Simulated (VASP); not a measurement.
Here is the system:

```xyz
2
Lattice="4.0456 -2.2478 -0.0234 4.0456 2.2478 -0.0234 2.8181 0.0000 3.6713" Properties=species:S:1:pos:R:3 pbc="T T T"
Bi     2.5882     0.0000     0.8599
Bi     8.3211     0.0000     2.7646
```

Level of theory: LDA (Ceperley-Alder, Perdew-Zunger), VASP's LDA PAW potentials (set 64) (plane waves; VASP). Numerical set-up: 520 eV cut-off, 11×11×11 Γ-centred mesh, tetrahedra with Blöchl corrections, potentials Bi_d.

Unless said otherwise, spin-orbit coupling is left out, though it shifts the bands of the heavy elements here.

### Question
Tabulate the total density of states (states/eV per cell) against energy (eV; zero at the valence-band maximum or, without a gap, the Fermi level).

### Answer

```
E (eV) | DOS (states/eV)
    -9.95 | ####################### 1.39
    -9.83 | #################### 1.22
    -9.60 | ################## 1.06
    -9.48 | ################# 1.03
    -9.25 | ########### 0.68
    -9.13 | ########## 0.60
    -8.89 | ####### 0.44
    -8.78 | ###### 0.39
    -8.54 | ##### 0.31
    -8.42 | #### 0.27
    -8.31 | #### 0.23
    -8.07 | ### 0.17
    -7.95 | ## 0.15
    -7.72 | ## 0.10
    -7.60 | # 0.08
    -7.37 |  0.02
    -7.25 |  0.00
    -7.01 |  0.00
    -6.90 |  0.00
    -6.78 |  0.00
    -6.54 |  0.00
    -6.43 |  0.00
    -6.19 |  0.00
    -6.08 |  0.00
    -5.84 |  0.00
    -5.72 |  0.00
    -5.49 |  0.00
    -5.37 |  0.00
    -5.25 |  0.00
    -5.02 |  0.00
    -4.90 | ## 0.12
    -4.67 | ####### 0.44
    -4.55 | ######### 0.53
    -4.32 | ############# 0.79
    -4.20 | ############# 0.75
    -3.96 | ############## 0.86
    -3.85 | ################ 0.96
    -3.73 | ################# 0.99
    -3.49 | ################### 1.11
    -3.38 | #################### 1.20
    -3.14 | ########################## 1.55
    -3.02 | ########################### 1.60
    -2.79 | ########################### 1.62
    -2.67 | ########################### 1.63
    -2.55 | ########################### 1.65
    -2.32 | ########################### 1.61
    -2.20 | ########################### 1.60
    -1.97 | ########################### 1.61
    -1.85 | ########################### 1.62
    -1.61 | ########################### 1.64
    -1.50 | ########################## 1.57
    -1.26 | ########################### 1.61
    -1.15 | ########################### 1.59
    -1.03 | ########################### 1.60
    -0.79 | ############################# 1.73
    -0.68 | ############################ 1.66
    -0.44 | ################## 1.10
    -0.32 | ########### 0.67
    -0.09 | # 0.05
     0.03 |  0.01
     0.26 | # 0.06
     0.38 | ### 0.19
     0.50 | ########## 0.61
     0.73 | ########################## 1.55
     0.85 | ############################## 1.79
     1.08 | ####################### 1.40
     1.20 | ##################### 1.27
     1.44 | #################### 1.17
     1.55 | ################### 1.15
     1.79 | ################### 1.13
     1.91 | ################### 1.13
     2.02 | ################### 1.14
     2.26 | #################### 1.19
     2.38 | #################### 1.21
     2.61 | ######################## 1.41
     2.73 | ############################## 1.80
     2.96 | ####################### 1.39
     3.08 | #################### 1.21
     3.32 | ################### 1.12
     3.43 | ################### 1.16
```
Within 2 eV below the Fermi level the largest weight inside VASP's projection spheres is Bi p.

The compound is Bi in the a7 structure. It was relaxed first, which changed the volume by -5 %.
